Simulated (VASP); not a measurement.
```
CELL_PARAMETERS angstrom
      5.87244    -2.05933     0.09032
      5.87244     2.05933     0.09032
     -1.66440     0.00000     4.23873
ATOMIC_POSITIONS crystal
  In 0.11427 0.11427 0.97136
  In 0.88573 0.88573 0.02864
  Se 0.34530 0.34530 0.36274
  Se 0.65470 0.65470 0.63726
```

Calculation: PBEsol GGA, VASP's PBE PAW potentials (set 64) (plane waves; VASP). Settings: 480 eV cut-off, 6×6×6 Γ-centred mesh, Gaussian smearing of 0.050 eV, potentials In_d Se.

Without a dispersion term in the relaxation, distances and binding between the weakly bound layers, chains or molecules are unreliable, and so is what depends on them.

Problem. What does the run give for the energy per atom (σ→0)?

Solution. 
* **energy per atom (σ→0)**: -3.888 eV/atom

Total energies compare only between runs with the same potentials, cut-off and functional.

The structure comes from a computed database's InSe entry (C2/m); how it stands against other phases isn't given here. It was relaxed first, which changed the volume by -10 %.
